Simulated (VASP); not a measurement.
All values below come from r2SCAN meta-GGA, VASP's PBE PAW potentials (set 64) (plane waves; VASP 6.6.1).

VASP input:

**POSCAR**
```
ScSi
1.0
  0.0000000000   3.0845034460   3.0845034460
  3.0845034460   0.0000000000   3.0845034460
  3.0845034460   3.0845034460   0.0000000000
Sc Si
1 1
Direct
  0.0000000000   0.0000000000   0.0000000000
  0.2500000000   0.2500000000   0.2500000000
```

### KPOINTS
```
Regular mesh
0
G
9 9 9
0 0 0
```

### INCAR
```
SYSTEM = ScSi
PREC = Accurate; ENCUT = 400; LREAL = .FALSE.
LASPH = .TRUE.
EDIFF = 1E-6; NELM = 100; ALGO = Normal
LMAXMIX = 4; LMIXTAU = .TRUE.
ISMEAR = 1; SIGMA = 0.1
METAGGA = R2SCAN
IBRION = 2; NSW = 60; ISIF = 3
EDIFFG = -0.01
LWAVE = .FALSE.; LCHARG = .FALSE.
```

POTCAR, in this order: Sc_sv Si (PBE.64 set). Program: vasp_std.

Output of the run:

OSZICAR:
```
       N       E                     dE             d eps       ncg     rms          rms(c)
DAV:   1     0.759853245716E+02    0.75985E+02   -0.58438E+03   778   0.100E+03
DAV:   2    -0.192558396321E+02   -0.95241E+02   -0.92899E+02   816   0.367E+02
DAV:   3    -0.235233120855E+02   -0.42675E+01   -0.41044E+01  1203   0.713E+01
DAV:   4    -0.236604201379E+02   -0.13711E+00   -0.12738E+00  1182   0.917E+00
DAV:   5    -0.236628900635E+02   -0.24699E-02   -0.24533E-02  1033   0.118E+00    0.805E+00
DAV:   6    -0.189682340219E+02    0.46947E+01   -0.82766E+00  1209   0.434E+01    0.262E+00
DAV:   7    -0.191294535020E+02   -0.16122E+00   -0.54097E-01   966   0.740E+00    0.170E+00
DAV:   8    -0.192153800106E+02   -0.85927E-01   -0.85554E-01  1263   0.764E+00    0.107E+00
DAV:   9    -0.189745133776E+02    0.24087E+00   -0.28965E-01  1353   0.704E+00    0.557E-01
DAV:  10    -0.190822167867E+02   -0.10770E+00   -0.98024E-02   878   0.344E+00    0.252E-01
DAV:  11    -0.190950692081E+02   -0.12852E-01   -0.15627E-02   872   0.121E+00    0.137E-01
DAV:  12    -0.190956971965E+02   -0.62799E-03   -0.34249E-03  1134   0.444E-01    0.326E-02
DAV:  13    -0.190973508218E+02   -0.16536E-02   -0.17004E-03   835   0.521E-01    0.216E-02
DAV:  14    -0.190970408014E+02    0.31002E-03   -0.78579E-04   803   0.304E-01    0.141E-02
DAV:  15    -0.190973526768E+02   -0.31188E-03   -0.12508E-04   999   0.121E-01    0.152E-02
DAV:  16    -0.190975286827E+02   -0.17601E-03   -0.84575E-05   956   0.102E-01    0.624E-03
DAV:  17    -0.190975574092E+02   -0.28727E-04   -0.26844E-05  1006   0.545E-02    0.314E-03
DAV:  18    -0.190975577928E+02   -0.38363E-06   -0.24212E-06   845   0.186E-02
   1 F= -.19097558E+02 E0= -.19095710E+02  d E =-.190976E+02
```

File OUTCAR:
```
------------------------ aborting loop because EDIFF is reached ----------------------------------------
  FORCE on cell =-STRESS in cart. coord.  units (eV):
  Direction    XX          YY          ZZ          XY          YZ          ZX
  --------------------------------------------------------------------------------------
  Total        0.0087677      0.0087677      0.0087677      0.0000000      0.0000000     -0.0000000
  in kB        0.2393373      0.2393373      0.2393373      0.0000000      0.0000000     -0.0000000
  external PRESSURE =       0.2393373 kB  Pullay stress =       0.0000000 kB
  volume of cell :       58.69
      direct lattice vectors                 reciprocal lattice vectors
     0.000000000  3.084503446  3.084503446    -0.162100646  0.162100646  0.162100646
     3.084503446  0.000000000  3.084503446     0.162100646 -0.162100646  0.162100646
     3.084503446  3.084503446  0.000000000     0.162100646  0.162100646 -0.162100646
 POSITION                                       TOTAL-FORCE (eV/Angst)
 -----------------------------------------------------------------------------------
      0.00000      0.00000      0.00000        -0.000000      0.000000     -0.000000
      1.54225      1.54225      1.54225         0.000000     -0.000000      0.000000
 -----------------------------------------------------------------------------------
    total drift:                                0.000003      0.000003      0.000003
  FREE ENERGIE OF THE ION-ELECTRON SYSTEM (eV)
  ---------------------------------------------------
  free  energy   TOTEN  =       -19.0975577928 eV

  energy  without entropy=      -19.0920153010  energy(sigma->0) =      -19.09571030

 reached required accuracy - stopping structural energy minimisation
```
(Selected blocks of OUTCAR.)

The structure was generated: ScSi was put into the zinc blende type (F-43m), which need not be its known phase. It was relaxed first, which changed the volume by -14 %. The start is the result of an earlier pass. The electron count is odd and the run is not spin-polarised, which forces a metal.
